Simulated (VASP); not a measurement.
Ta:

```
CELL_PARAMETERS angstrom
-1.65128 1.65128 1.65128
1.65128 -1.65128 1.65128
1.65128 1.65128 -1.65128
ATOMIC_POSITIONS crystal
Ta 0.00000 0.00000 0.00000
```

| Property | Result |
| --- | --- |
| Program | VASP 6.6.1 |
| Task | relaxation of cell and atoms |
| Functional | PBE |
| Potentials or basis | VASP PAW PBE potentials, release 64 (Ta_pv) |
| Cutoff | 600 eV |
| k mesh | 16 × 16 × 16 |
| Occupations | methfessel-paxton, width 0.1 eV |
| Spin | no spin polarisation |

At the start: pressure 3.4 GPa; volume 18.01 Å³/atom.

Q: How do energy, volume and symmetry change on relaxing?

A: Over 3 steps the energy falls by 3.2 meV/atom and the volume is 18.32 Å³/atom (+1.7 %); space group Im-3m (No. 229, to 0.05 Å).

Step by step:
| step | energy change (eV) | largest force (eV/Å) | pressure (GPa) | volume (Å³) |
| --- | --- | --- | --- | --- |
| 1 | 0.0000 | 0.0000 | 3.41 | 18.01 |
| 2 | 0.0125 | 0.0000 | -6.87 | 19.03 |
| 3 | -0.0032 | 0.0000 | -0.02 | 18.32 |

Final structure:
```xyz
1
Lattice="-1.6607 1.6607 1.6607 1.6607 -1.6607 1.6607 1.6607 1.6607 -1.6607" Properties=species:S:1:pos:R:3 pbc="T T T"
Ta    0.0000    0.0000    0.0000
```
